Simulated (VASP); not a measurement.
# Na2Al2O (I4/mmm) in VASP: single point with PBE

Aim: the single point of Na2Al2O with PBE.

Program: VASP 6.6.1. These are calculated values, not measurements. Logs are shortened: lines on timing, memory, paths and dates and some standing lists are left out, and cuts for length are marked.

## Step 1: The cell of the first run

Symmetry: I4/mmm, No. 139, tetragonal system. Conventional cell: a = 3.792 Å, b = 3.792 Å, c = 9.151 Å, α = 90.00°, β = 90.00°, γ = 90.00°. Na (site symmetry 4mm) is surrounded by 4 Al at 2.21 Å and 1 Na at 2.29 Å. Around Al (site symmetry -4m2) lie 4 Na at 2.21 Å. O (site symmetry 4/mmm) is surrounded by 8 Na at 2.91 Å and 8 Al at 2.97 Å.

The cell was built by a generator and needn't be a form met in nature.

## Step 2: Single point, PBE, collinear spin, typed start (species swapped into the GdNi2P2 type (I4/mmm, No. 139))

Contents of INCAR:

```
SYSTEM = Na2Al2O
  PREC = Accurate
  ENCUT = 520
  EDIFF = 1E-6
  ISMEAR = 0
  SIGMA = 0.1
  LREAL = .FALSE.
  LASPH = .TRUE.
  NELM = 150
  ALGO = Normal
  ISIF = 2
  LWAVE = .FALSE.
  LCHARG = .TRUE.
  ISPIN = 2
  MAGMOM = 0 0 0 0 1
  LORBIT = 11
  GGA = PE
  LELF = .TRUE.
  LVHAR = .TRUE.
  NBANDS = 25
```

Contents of KPOINTS:

```
regular mesh
0
G
  6 6 6
  0 0 0
```

Contents of POSCAR:

```
Na2Al2O
1.0
   -1.8957647300      1.8957647300      4.5754706100
    1.8957647300     -1.8957647300      4.5754706100
    1.8957647300      1.8957647300     -4.5754706100
Na Al O
2 2 1
Direct
    0.6250064400      0.6250064400      0.0000000000
    0.3749935600      0.3749935600      0.0000000000
    0.2500000000      0.7500000000      0.5000000000
    0.7500000000      0.2500000000      0.5000000000
    0.0000000000      0.0000000000      0.0000000000
```

Potentials or basis: VASP PAW PBE potentials, release 64 (Na_pv, Al, O).

Launch:

```sh
cat potpaw_PBE.64/Na_pv/POTCAR potpaw_PBE.64/Al/POTCAR potpaw_PBE.64/O/POTCAR > POTCAR
mpirun -np 1 vasp_std > vasp.out
```

OUTCAR:

```text
SYSTEM = Na2Al2O
   PREC = Accurate
   ENCUT = 520
   EDIFF = 1E-6
   ISMEAR = 0
   LREAL = .FALSE.
   LASPH = .TRUE.
   NELM = 150
   ISIF = 2
   ISPIN = 2
   LORBIT = 11
   GGA = PE

 ion  position               nearest neighbor table
   1  0.625  0.625  0.000-   3 2.21   4 2.21   3 2.21   4 2.21   2 2.29
   2  0.375  0.375  0.000-   3 2.21   4 2.21   3 2.21   4 2.21   1 2.29
   3  0.250  0.750  0.500-   2 2.21   1 2.21   2 2.21   1 2.21   4 2.68   4 2.68   4 2.68   4 2.68

   4  0.750  0.250  0.500-   2 2.21   1 2.21   2 2.21   1 2.21   3 2.68   3 2.68   3 2.68   3 2.68

   5  0.000  0.000  0.000-

  LATTYP: Found a body centered tetragonal cell.
 ALAT       =     3.7915294600
 C/A-ratio  =     2.4135223837

  Lattice vectors:

 A1 = (  -1.8957647300,   1.8957647300,   4.5754706100)
 A2 = (   1.8957647300,  -1.8957647300,   4.5754706100)
 A3 = (   1.8957647300,   1.8957647300,  -4.5754706100)

Analysis of symmetry for initial positions (statically):
=====================================================================
 Subroutine PRICEL returns:
 Original cell was already a primitive cell.

 Routine SETGRP: Setting up the symmetry group for a
 body centered tetragonal supercell.

 Subroutine GETGRP returns: Found 16 space group operations
 (whereof 16 operations were pure point group operations)
 out of a pool of 16 trial point group operations.

The static configuration has the point symmetry D_4h.

Analysis of symmetry for dynamics (positions and initial velocities):
=====================================================================
 Subroutine PRICEL returns:
 Original cell was already a primitive cell.

 Routine SETGRP: Setting up the symmetry group for a
 body centered tetragonal supercell.

 Subroutine GETGRP returns: Found 16 space group operations
 (whereof 16 operations were pure point group operations)
 out of a pool of 16 trial point group operations.

The dynamic configuration has the point symmetry D_4h.

Analysis of structural, dynamic, and magnetic symmetry:
=====================================================================
 Subroutine PRICEL returns:
 Original cell was already a primitive cell.

 Routine SETGRP: Setting up the symmetry group for a
 body centered tetragonal supercell.

 Subroutine GETGRP returns: Found 16 space group operations
 (whereof 16 operations were pure point group operations)
 out of a pool of 16 trial point group operations.

The overall configuration has the point symmetry D_4h.

 Subroutine INISYM returns: Found 16 space group operations
 (whereof 16 operations are pure point group operations),
 and found     1 'primitive' translations

----------------------------------------------------------------------------------------

                                     Primitive cell

  volume of cell :      65.7756

  direct lattice vectors                    reciprocal lattice vectors
    -1.895764730  1.895764730  4.575470610     0.000000000  0.263745808  0.109278377
     1.895764730 -1.895764730  4.575470610     0.263745808  0.000000000  0.109278377
     1.895764730  1.895764730 -4.575470610     0.263745808  0.263745808  0.000000000

  length of vectors
     5.303091469  5.303091469  5.303091469     0.285488379  0.285488379  0.372992898

  position of ions in fractional coordinates (direct lattice)
     0.625006440  0.625006440  0.000000000
     0.374993560  0.374993560  0.000000000
     0.250000000  0.750000000  0.500000000
     0.750000000  0.250000000  0.500000000
     0.000000000  0.000000000  0.000000000

  ion indices of the primitive-cell ions
   primitive index   ion index
                 1           1
                 2           2
                 3           3
                 4           4
                 5           5

----------------------------------------------------------------------------------------

 KPOINTS: regular mesh

Automatic generation of k-mesh.
 Grid dimensions read from file:
 generate k-points for:    6    6    6

 Generating k-lattice:

  Cartesian coordinates                     Fractional coordinates (reciprocal lattice)
     0.000000000  0.043957635  0.018213063     0.166666667  0.000000000  0.000000000
     0.043957635  0.000000000  0.018213063     0.000000000  0.166666667  0.000000000
     0.043957635  0.043957635  0.000000000     0.000000000  0.000000000  0.166666667

  Length of vectors
     0.047581397  0.047581397  0.062165483

  Shift w.r.t. Gamma in fractional coordinates (k-lattice)
     0.000000000  0.000000000  0.000000000

 Subroutine IBZKPT returns following result:
 ===========================================

 Found     30 irreducible k-points:

 Following reciprocal coordinates:
            Coordinates               Weight
  0.000000  0.000000  0.000000      1.000000
  0.166667  0.000000 -0.000000      8.000000
  0.333333  0.000000  0.000000      8.000000
  0.500000 -0.000000  0.000000      4.000000
  0.166667  0.166667  0.000000      8.000000
  0.333333  0.166667  0.000000     16.000000
[... 16 lines left out ...]
 -0.333333 -0.333333  0.166667      8.000000
 -0.166667 -0.333333  0.166667      8.000000
 [... further k-points ...]
   k-points           NKPTS =     30   k-points in BZ     NKDIM =     30   number of bands    NBANDS=     25
   number of dos      NEDOS =    301   number of ions     NIONS =      5
   total plane-waves  NPLWV =  64000
   dimension x,y,z NGX =    40 NGY =   40 NGZ =   40
   dimension x,y,z NGXF=    80 NGYF=   80 NGZF=   80
   ions per type =               2   2   1
   NGX,Y,Z   is equivalent  to a cutoff of  12.54, 12.54, 12.54 a.u.
   NGXF,Y,Z  is equivalent  to a cutoff of  25.08, 25.08, 25.08 a.u.
 SYSTEM =  Na2Al2O
   PREC   = accura    normal or accurate (medium, high low for compatibility)
   ISTART =      0    job   : 0-new  1-cont  2-samecut
   ICHARG =      2    charge: 1-file 2-atom 10-const
   ISPIN  =      2    spin polarized calculation?
   LNONCOLLINEAR =      F non collinear calculations
   LSORBIT =      F    spin-orbit coupling
   LASPH  =      T    aspherical Exc in radial PAW
   ENCUT  =  520.0 eV  38.22 Ry    6.18 a.u.   9.86  9.86  9.86*2*pi/ulx,y,z
   NELM   =    150;   NELMIN=  2; NELMDL= -5     # of ELM steps
   EDIFF  = 0.1E-05   stopping-criterion for ELM
   LREAL  =      F    real-space projection
   EDIFFG = 0.1E-04   stopping-criterion for IOM
   NSW    =      0    number of steps for IOM
   IBRION =     -1    ionic relax: 0-MD 1-quasi-New 2-CG
   NFREE  =      0    steps in history (QN), initial steepest desc. (CG)
   ISIF   =      2    stress and relaxation
   ISYM   =      2    0-nonsym 1-usesym 2-fastsym
   POTIM  = 0.5000    time-step for ionic-motion
   TEBEG  =    0.0;   TEEND  =   0.0 temperature during run
   PSTRESS=    0.0 pullay stress
   NELECT =      26.0000    total number of electrons
   NUPDOWN=      -1.0000    fix difference up-down
   EMIN   =  10.00;   EMAX   =-10.00  energy-range for DOS
   EFERMI =   0.00;   METHOD = LEGACY
   ISMEAR =     0;   SIGMA  =   0.10  broadening in eV -4-tet -1-fermi 0-gaus
   EFERMI_NEDOS =   21; number of points for ismear=-14 and -15
   IALGO  =     38    algorithm
   IMIX   =      4    mixing-type and parameters
     AMIX     =   0.40;   BMIX     =  1.00
     AMIX_MAG =   1.60;   BMIX_MAG =  1.00
  volume/ion in A,a.u.               =      13.16        88.78
  Fermi-wavevector in a.u.,A,eV,Ry     =   1.201465  2.270439 19.640252  1.443518
  Thomas-Fermi vector in A             =   2.337273
   LORBIT       =     11    0 simple, 1 ext, 2 COOP (PROOUT), +10 PAW based schemes
   GGA     = PE    functional components
   LHFCALC =     F    Hartree Fock is set to
   AEXX    =    0.0000 exact exchange contribution
   IVDW    =     0    specifies the selected vdW correction
   LEPSILON=     F    determine dielectric tensor
   LRPA    =     F    only Hartree local field effects (RPA)
 spin polarized calculation
 Gauss-broadening in eV      SIGMA  =   0.10
  energy-cutoff  :      520.00
  volume of cell :       65.78
 maximum number of plane-waves:      1782
   NGX = 19   NGY = 19   NGZ = 19

 number of electron      26.0000011 magnetization       0.0005143

 number of electron      26.0000011 magnetization      -0.0003095

 Free energy of the ion-electron system (eV)
  ---------------------------------------------------
  ext. energy  EPLUGINS =         0.00000000
  ---------------------------------------------------
  free energy    TOTEN  =        -6.16326818 eV

  energy without entropy =       -6.15366785  energy(sigma->0) =       -6.15846801

 E-fermi :   6.4576     XC(G=0): -10.1821

 val. band max:        6.4474879817   @ k =  -0.3333   0.3333   0.0000
 cond. band min:       6.4643649763   @ k =  -0.3333   0.3333   0.3333
 fundamental gap:      0.0168769946
 Fermi energy:         6.4575625203

 spin component 1

 k-point     1 :       0.0000    0.0000    0.0000
  band No.  band energies     occupation
      1     -20.0816      1.00000
      2     -19.7720      1.00000
      3     -19.7720      1.00000
      4     -19.7180      1.00000
      5     -19.7180      1.00000
      6     -19.4829      1.00000
[... 17 lines left out ...]
     24      17.6759      0.00000
     25      20.6417      0.00000

 k-point     2 :       0.1667    0.0000   -0.0000
  band No.  band energies     occupation
      1     -20.0747      1.00000
      2     -19.7841      1.00000
      3     -19.7754      1.00000
      4     -19.7206      1.00000
      5     -19.7135      1.00000
      6     -19.4884      1.00000
[... 17 lines left out ...]
     24      18.0169      0.00000
     25      19.3890      0.00000
[... 586 lines left out ...]
     24      16.5503      0.00000
     25      16.5684      0.00000

 k-point    24 :      -0.1667   -0.3333    0.1667
  band No.  band energies     occupation
      1     -20.0562      1.00000
      2     -19.7964      1.00000
      3     -19.7869      1.00000
      4     -19.7086      1.00000
      5     -19.7020      1.00000
      6     -19.5094      1.00000
[... 17 lines left out ...]
     24      17.8323      0.00000
     25      17.9695      0.00000

 [... further k-points ...]

 spin component 2

 k-point     1 :       0.0000    0.0000    0.0000
  band No.  band energies     occupation
      1     -20.0817      1.00000
      2     -19.7721      1.00000
      3     -19.7721      1.00000
      4     -19.7181      1.00000
      5     -19.7181      1.00000
      6     -19.4830      1.00000
[... 17 lines left out ...]
     24      17.6757      0.00000
     25      20.6413      0.00000

 k-point     2 :       0.1667    0.0000   -0.0000
  band No.  band energies     occupation
      1     -20.0748      1.00000
      2     -19.7842      1.00000
      3     -19.7754      1.00000
      4     -19.7207      1.00000
      5     -19.7136      1.00000
      6     -19.4885      1.00000
[... 17 lines left out ...]
     24      18.0167      0.00000
     25      19.4237      0.00000
[... 586 lines left out ...]
     24      16.5501      0.00000
     25      16.5682      0.00000

 k-point    24 :      -0.1667   -0.3333    0.1667
  band No.  band energies     occupation
      1     -20.0563      1.00000
      2     -19.7964      1.00000
      3     -19.7869      1.00000
      4     -19.7087      1.00000
      5     -19.7021      1.00000
      6     -19.5095      1.00000
[... 17 lines left out ...]
     24      17.8321      0.00000
     25      17.9691      0.00000

 [... further k-points ...]

------------------------ aborting loop because EDIFF is reached ----------------------------------------

  FORCE on cell =-STRESS in cart. coord.  units (eV):
  Direction    XX          YY          ZZ          XY          YZ          ZX
  --------------------------------------------------------------------------------------
  -------------------------------------------------------------------------------------
  Total       18.8961962     18.8961962     20.3180573      0.0000000     -0.0000000      0.0000000
  in kB      460.2781212    460.2781212    494.9121598      0.0000000     -0.0000000      0.0000000
  external PRESSURE =     471.8228007 kB  Pullay stress =       0.0000000 kB

 VOLUME and BASIS-vectors are now :
 -----------------------------------------------------------------------------
  energy-cutoff  :      520.00
  volume of cell :       65.78
      direct lattice vectors                 reciprocal lattice vectors
    -1.895764730  1.895764730  4.575470610     0.000000000  0.263745808  0.109278377
     1.895764730 -1.895764730  4.575470610     0.263745808  0.000000000  0.109278377
     1.895764730  1.895764730 -4.575470610     0.263745808  0.263745808  0.000000000

 POSITION                                       TOTAL-FORCE (eV/Angst)
 -----------------------------------------------------------------------------------
      0.00000      0.00000      5.71940        -0.000000     -0.000000     -6.706609
      0.00000      0.00000      3.43154        -0.000000     -0.000000      6.706609
      1.89576     -0.00000      2.28774         0.000000      0.000000     -0.000000
     -0.00000      1.89576      2.28774         0.000000      0.000000     -0.000000
      0.00000      0.00000      0.00000         0.000000      0.000000     -0.000000
 -----------------------------------------------------------------------------------
    total drift:                               -0.000000     -0.000000      0.000000

  FREE ENERGIE OF THE ION-ELECTRON SYSTEM (eV)
  ---------------------------------------------------
  free  energy   TOTEN  =        -6.1632681798 eV

  energy  without entropy=       -6.1536678466  energy(sigma->0) =       -6.15846801

 total charge

# of ion       s       p       d       tot
------------------------------------------
    1        0.230   6.113   0.000   6.343
    2        0.230   6.113   0.000   6.343
    3        0.578   0.391   0.000   0.969
    4        0.578   0.391   0.000   0.969
    5        1.593   3.191   0.000   4.785
--------------------------------------------------
tot          3.208  16.201   0.000  19.410

 magnetization (x)

# of ion       s       p       d       tot
------------------------------------------
    1       -0.000  -0.000   0.000  -0.000
    2       -0.000  -0.000   0.000  -0.000
    3       -0.000  -0.000   0.000  -0.000
    4       -0.000  -0.000   0.000  -0.000
    5       -0.000  -0.000   0.000  -0.000
--------------------------------------------------
tot         -0.000  -0.000   0.000  -0.000
```

It took 1.9 min on 1 thread of Intel Xeon Platinum 8259CL at 2.50GHz (Skylake/Cascade Lake), shared host; peak memory 0.3 GiB.

What came out:

| Quantity | Value |
| --- | --- |
| Free energy | -6.1633 eV |
| Pressure | 47.2 GPa |
| Largest force | 6.707 eV/Å |
| Band gap on the k mesh | none (metal or under the smearing width) |
| Net moment | 0.00 μB per cell |
| Valence electrons inside the program's atomic spheres | Na 6.34; Al 0.97; O 4.79 |

Forces on the atoms (eV/Å):
```
Na   0.000  0.000 -6.707
Na   0.000  0.000  6.707
Al   0.000  0.000  0.000
Al   0.000  0.000  0.000
O    0.000  0.000  0.000
```

Levels at points of the mesh, in eV from the Fermi level:
Spin up:
| k point | band 11 | band 12 | band 13 | band 14 | band 15 | band 16 |
| --- | --- | --- | --- | --- | --- | --- |
| (0.00, 0.00, 0.00) | -2.50 | -0.50 | -0.50 | 1.09 | 1.61 | 1.97 |
| (0.50, 0.00, 0.00) | -2.50 | -1.57 | 0.50 | 1.45 | 1.85 | 2.44 |
| (0.50, 0.50, 0.00) | -3.81 | -3.38 | -1.74 | -0.95 | 2.13 | 3.00 |
| (0.50, 0.50, 0.50) | -2.33 | -1.53 | 0.18 | 0.18 | 0.24 | 3.24 |
Spin down:
| k point | band 11 | band 12 | band 13 | band 14 | band 15 | band 16 |
| --- | --- | --- | --- | --- | --- | --- |
| (0.00, 0.00, 0.00) | -2.50 | -0.50 | -0.50 | 1.09 | 1.61 | 1.97 |
| (0.50, 0.00, 0.00) | -2.50 | -1.57 | 0.50 | 1.45 | 1.85 | 2.44 |
| (0.50, 0.50, 0.00) | -3.81 | -3.38 | -1.74 | -0.95 | 2.13 | 3.00 |
| (0.50, 0.50, 0.50) | -2.33 | -1.53 | 0.18 | 0.18 | 0.24 | 3.24 |

Caveat: the k mesh is coarse (spacing up to 0.39 Å⁻¹), so the values aren't converged; a pressure of tens of GPa on the cell as given is suspect, and the run, the potentials or the cell itself is likely at fault; forces of over 1 eV/Å show positions far from the minimum, so gaps and moduli don't describe the material at rest.
